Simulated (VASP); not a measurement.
Write the native input for VASP 6.6.1 that does the following.

- Task: single point
- Functional: r2SCAN
- Potentials or basis: VASP PAW PBE potentials, release 64 (Be, Cl, H)
- Cutoff: 520 eV
- k mesh: 3 × 3 × 1
- Occupations: fermi-dirac, width 0.1 eV
- Spin: no spin polarisation
- Dipole correction: no
- Further INCAR settings: ALGO = Normal; EDIFF = 1e-06; NBANDS = 29

The system is Be12HCl, a slab with vacuum.

```
Be Cl H
1.0
     4.58000    0.00000    0.00000
     2.29000    3.96640    0.00000
     0.00000    0.00000   14.58843
Be Cl H
12 1 1
Cartesian
  0.0000 0.0000 1.0000
  2.2900 0.0000 1.0000
  1.1450 1.9832 1.0000
  3.4350 1.9832 1.0000
  0.0836 1.2826 2.8617
  2.4021 1.5870 2.6057
  1.0316 3.5235 2.7563
  3.4210 3.4586 2.7431
  -0.1607 -0.1518 4.7190
  1.9519 0.2833 4.8324
  0.9641 1.9072 4.6071
  3.4101 2.0753 4.3475
  4.6489 2.7950 8.6391
  3.5087 2.4565 8.1455
```

The cell was built by a generator and needn't be a form met in nature.

One way to write it, as run:

POSCAR

```
Be12HCl
1.0
    4.5800000000      0.0000000000      0.0000000000
    2.2900000000      3.9663960000      0.0000000000
    0.0000000000      0.0000000000     14.5884300000
Be Cl H
12 1 1
Direct
    0.0000000000      0.0000000000      0.0685474722
    0.5000000000      0.0000000000      0.0685474722
   -0.0000002521      0.5000005042      0.0685474722
    0.4999997479      0.5000005042      0.0685474722
   -0.1434300263      0.3233666028      0.1961623012
    0.3244203149      0.4001113353      0.1786141483
   -0.2189287888      0.8883379269      0.1889373977
    0.3109554985      0.8719754659      0.1880325710
   -0.0159515767     -0.0382715190      0.3234755214
    0.3904665184      0.0714250418      0.3312488047
   -0.0299175831      0.4808395329      0.3158050592
    0.4829530307      0.5232205761      0.2980101354
    0.6627087021      0.7046699321      0.5921884672
    0.4564277159      0.6193279743      0.5583534349
```

INCAR.step1

```
PREC     = Accurate       # precision mode
ENCUT    = 520            # plane-wave cutoff, eV
ISMEAR   = -1             # smearing method
SIGMA    = 0.1            # smearing width, eV
LREAL    = F              # projectors in reciprocal space
LASPH    = T              # aspherical terms in the spheres
NELM     = 100            # most SCF steps
NBANDS   = 29             # bands
GGA      = PE             # functional
ALGO     = Normal         # electronic algorithm
EDIFF    = 1E-4           # SCF threshold, eV
LWAVE    = T              # write WAVECAR
LCHARG   = F              # write CHGCAR
```

INCAR.step2

```
PREC     = Accurate       # precision mode
ENCUT    = 520            # plane-wave cutoff, eV
EDIFF    = 1E-6           # SCF threshold, eV
ISMEAR   = -1             # smearing method
SIGMA    = 0.1            # smearing width, eV
LREAL    = F              # projectors in reciprocal space
LASPH    = T              # aspherical terms in the spheres
NELM     = 100            # most SCF steps
ALGO     = Normal         # electronic algorithm
ISIF     = 2              # what is computed and relaxed
LWAVE    = F              # write WAVECAR
LCHARG   = F              # write CHGCAR
METAGGA  = R2SCAN         # meta-GGA
LMIXTAU  = T            
NBANDS   = 29             # bands
ISTART   = 1
```

KPOINTS

```
regular mesh
0
Gamma
  3 3 1
```

Potentials or basis: VASP PAW PBE potentials, release 64 (Be, Cl, H).

Command:

```console
$ cat potpaw_PBE.64/Be/POTCAR potpaw_PBE.64/Cl/POTCAR potpaw_PBE.64/H/POTCAR > POTCAR
$ cp INCAR.step1 INCAR
$ mpirun -np 1 vasp_std > vasp.out
$ cp INCAR.step2 INCAR
$ mpirun -np 1 vasp_std > vasp.out
```

Results of the run:

The largest force is 2.805 eV/Å. The band gap on the k mesh is none (metal or under the smearing width).

Caveat: the k mesh is coarse (spacing up to 0.53 Å⁻¹), so the values aren't converged; the PAW data sets were made with another functional, which shifts forces and pressure a little.

Run time: 2.9 min on 1 thread of AMD EPYC 9R45 (Zen 5), on a shared host, peak memory 0.35 GiB.
